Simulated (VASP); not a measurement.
Given:

```
Hg3ZnSe4
1.0
    0.00000     3.00381     3.00381
    3.00381     0.00000     3.00381
   12.06362    12.06362    -0.04837
Zn Se Hg
1 4 3
Direct
  0.99779   0.99779   0.00166
  0.26846   0.26846   0.04865
  0.25384   0.25384   0.30962
  0.24180   0.24180   0.56865
  0.23085   0.23085   0.82686
  0.01529   0.01529   0.23853
  0.00188   0.00188   0.49859
  0.99008   0.99008   0.75744
```

The numbers are results of PBEsol GGA, VASP's PBE PAW potentials (set 64) (plane waves; VASP), not measurements. Numerical set-up: 400 eV cut-off, Gaussian smearing of 0.050 eV, potentials Zn Se Hg.

Unless said otherwise, spin-orbit coupling is left out, though it shifts the bands of the heavy elements here.

Q: Estimate the band gap (along the path) with the smallest direct gap where there is one.

A: 
* **band gap (along the path)**: none (metal, semimetal or under 0.01 eV)

Total energies compare only between runs with the same potentials, cut-off and functional.

The structure was generated: Hg3ZnSe4 was put into an ordered model structure (R3m), which need not be its known phase. It was relaxed first.
